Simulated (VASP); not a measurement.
```
YSi
1.0
    0.00000     2.90689     2.90689
    2.90689     0.00000     2.90689
    2.90689     2.90689     0.00000
Y Si
1 1
Direct
  0.00000   0.00000   0.00000
  0.50000   0.50000   0.50000
```

Method: PBE GGA, VASP's PBE PAW potentials (set 64) (plane waves; VASP 6.6.1). Settings: 400 eV cut-off, Gaussian smearing of 0.050 eV, potentials Y_sv Si.

Q: What does the run give for the band gap (along the path) with the smallest direct gap where there is one?

A: 
```yaml
band gap (along the path): none (metal, semimetal or under 0.01 eV)
```

The absolute energy has meaning only against runs of the same code, potentials and settings.

The structure was generated: YSi was put into the rock salt type (Fm-3m), which need not be its known phase. It was relaxed first, which changed the volume by -28 %. The electron count is odd and the run is not spin-polarised, which forces a metal.
